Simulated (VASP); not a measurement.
Level of theory: PBEsol GGA, VASP's PBE PAW potentials (set 64) (plane waves; VASP).

The input files of a VASP run:

File KPOINTS:
```
Automatic mesh
0
Gamma
12 12 9
0 0 0
```

### INCAR
```
ALGO = Normal
EDIFF = 1E-6
EDIFFG = -0.02
ENCUT = 620
GGA = PS
IBRION = 2
ISIF = 3
ISMEAR = 1
LASPH = T
LCHARG = F
LREAL = F
LWAVE = F
NELM = 100
NSW = 40
PREC = Accurate
PSTRESS = 100
SIGMA = 0.1
SYSTEM = MgB2
```

POSCAR:
```
MgB2
1
    1.5090113605    -2.6136837853    -0.0000000000
    1.5090113605     2.6136837853    -0.0000000000
    0.0000000000    -0.0000000000     3.3894300338
Mg B
1 2
Direct
  0.0000000000   0.0000000000   0.0000000000
  0.3333330000   0.6666670000   0.5000000000
  0.6666670000   0.3333330000   0.5000000000
```

POTCAR, in this order: Mg B (PBE.64 set). Program: vasp_std.

Output of the run:

OSZICAR:
```
       N       E                     dE             d eps       ncg     rms          rms(c)
DAV:   1     0.919618142416E+01    0.91962E+01   -0.45468E+03  1584   0.995E+02
DAV:   2    -0.175423704803E+02   -0.26739E+02   -0.25885E+02  2224   0.126E+02
DAV:   3    -0.178538321185E+02   -0.31146E+00   -0.29971E+00  1888   0.164E+01
DAV:   4    -0.178543744742E+02   -0.54236E-03   -0.54239E-03  2400   0.570E-01
DAV:   5    -0.178543746943E+02   -0.22017E-06   -0.22106E-06  1968   0.101E-02    0.542E+00
DAV:   6    -0.164358702398E+02    0.14185E+01   -0.22842E+00  1640   0.849E+00    0.261E+00
DAV:   7    -0.161879452330E+02    0.24793E+00   -0.11805E+00  1816   0.603E+00    0.762E-01
DAV:   8    -0.161869221153E+02    0.10231E-02   -0.10134E-01  1680   0.215E+00    0.328E-01
DAV:   9    -0.161800535364E+02    0.68686E-02   -0.22363E-02  1744   0.845E-01    0.489E-02
DAV:  10    -0.161800240253E+02    0.29511E-04   -0.11222E-03  2288   0.226E-01    0.244E-02
DAV:  11    -0.161800011224E+02    0.22903E-04   -0.14639E-04  1696   0.753E-02    0.352E-03
DAV:  12    -0.161800003726E+02    0.74989E-06   -0.51467E-06  1840   0.155E-02
   1 F= -.14511249E+02 E0= -.14511388E+02  d E =-.145112E+02
```

### OUTCAR
```
------------------------ aborting loop because EDIFF is reached ----------------------------------------
  FORCE on cell =-STRESS in cart. coord.  units (eV):
  Direction    XX          YY          ZZ          XY          YZ          ZX
  --------------------------------------------------------------------------------------
  Total        1.6790204      1.6790197      1.6474865     -0.0000000      0.0000000      0.0000000
  in kB      100.6153721    100.6153289     98.7257016     -0.0000000      0.0000000      0.0000000
  external PRESSURE =      -0.0145325 kB  Pullay stress =     100.0000000 kB
  volume of cell :       26.74
      direct lattice vectors                 reciprocal lattice vectors
     1.509011360 -2.613683785  0.000000000     0.331342767 -0.191300877  0.000000000
     1.509011360  2.613683785  0.000000000     0.331342767  0.191300877  0.000000000
     0.000000000  0.000000000  3.389430034     0.000000000  0.000000000  0.295034855
 POSITION                                       TOTAL-FORCE (eV/Angst)
 -----------------------------------------------------------------------------------
      0.00000      0.00000      0.00000        -0.000000      0.000000      0.000000
      1.50901      0.87123      1.69472        -0.000000      0.000000      0.000000
      1.50901     -0.87123      1.69472         0.000000      0.000000      0.000000
 -----------------------------------------------------------------------------------
    total drift:                               -0.000000     -0.000000      0.000000
  FREE ENERGIE OF THE ION-ELECTRON SYSTEM (eV)
  ---------------------------------------------------
  free  energy   TOTEN  =       -16.1800003726 eV

  energy  without entropy=      -16.1804166193  energy(sigma->0) =      -16.18013912
  enthalpy is  TOTEN    =       -14.5112489856 eV   P V=        1.6687513869

 reached required accuracy - stopping structural energy minimisation
```
(Selected blocks of OUTCAR.)

The compound is MgB2 in the AlB2 type structure. It was relaxed first under an external pressure of 10 GPa.
